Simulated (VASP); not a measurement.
The cell holds one Ti (hcp) (0 0 0 1) slab, with vacuum along c, ions free to move until forces fall under 0.03 eV/Å, no reconstruction beyond this cell, dipole correction on.

Consider the following.

```
Ti
1.0
    2.89554     0.00000     0.00000
   -1.44777     2.50761     0.00000
    0.00000     0.00000    23.89220
Ti
4
Cartesian
  1.44777   0.83587  10.73956
  0.00000   1.67174   8.61106
  1.44777   0.83587  15.28114
  0.00000   1.67174  13.15264
```

All values below come from PBEsol GGA, VASP's PBE PAW potentials (set 64) (plane waves; VASP 6.6.1). Run with 400 eV cut-off, 11×11×1 Γ-centred mesh, first-order Methfessel-Paxton smearing of 0.10 eV, potentials Ti_sv.

Slab and bulk use different k-meshes, so the surface energy is good to a few per cent at best.

Q: Predict its surface energy, work function, band gap (on the k-mesh).

A: 
surface energy: 2.14 J/m²
work function: 4.59 eV
band gap (on the k-mesh): none (metal, semimetal or under 0.01 eV)

The cell is a thin slab with vacuum, built from Ti (hcp): (001) face.
